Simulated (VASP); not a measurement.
The system is Ga11CoAs12 (a cell with a defect).

```
Co Ga As
1.0
     0.00000    8.48055    8.48055
     5.65370    0.00000    5.65370
     5.65370    5.65370    0.00000
Co Ga As
1 11 12
Direct
  0.00669 0.99371 0.98941
  0.00361 0.00679 0.49131
  0.00337 0.49605 0.00214
  0.00178 0.50101 0.49734
  0.32767 0.00586 0.00425
  0.33157 0.00299 0.49946
  0.33113 0.50067 0.00291
  0.33342 0.50041 0.49979
  0.67000 0.00578 0.00071
  0.66802 0.00451 0.49148
  0.66757 0.49458 0.00245
  0.66912 0.50099 0.49661
  0.07900 0.12113 0.11624
  0.08234 0.12551 0.63122
  0.08193 0.63509 0.12183
  0.08298 0.62881 0.62447
  0.41956 0.12470 0.12345
  0.41697 0.12466 0.62692
  0.41661 0.62839 0.12401
  0.41781 0.62538 0.62499
  0.76501 0.12073 0.11736
  0.75207 0.12501 0.62314
  0.75177 0.62799 0.12067
  0.75090 0.62678 0.62445
```

Base run:

- Program: VASP 6.6.1
- Functional: PBEsol
- Potentials or basis: VASP PAW PBE potentials, release 64 (Co, Ga_d, As)
- Cutoff: 350 eV
- k mesh: 2 × 3 × 3
- Occupations: gaussian, width 0.03 eV
- Spin: collinear spin, ferromagnetic start
- Starting moments: [1.0, 0.0, 0.0, 0.0, 0.0, 0.0, 0.0, 0.0, 0.0, 0.0, 0.0, 0.0, 0.0, 0.0, 0.0, 0.0, 0.0, 0.0, 0.0, 0.0, 0.0, 0.0, 0.0, 0.0] μB
- Fixed moment: 1 μB
- Hubbard terms: Co d U = 4 eV

Its results: net moment 1.00 μB per cell; site moments Co +1.48; Ga -0.01, +0.00; As -0.06, -0.01, -0.02 μB; largest force 0.600 eV/Å.

**Question.** The run is repeated on the same cell with these changes: k mesh from 2 × 3 × 3 to 2 × 2 × 2; fixed moment from 1 μB to none. What comes out?

**Answer.** Net moment 3.00 μB per cell; site moments Co +2.33; Ga +0.01, +0.02, +0.00; As +0.05, +0.04, +0.00, +0.03, +0.01, +0.02 μB; largest force 0.411 eV/Å.

Caveats: some runs use coarse meshes; the PAW data sets were made with another functional, which shifts forces and pressure a little; the U is typed as a test and isn't derived for this compound; the total moment is fixed, so each spin has its own Fermi level (some runs).
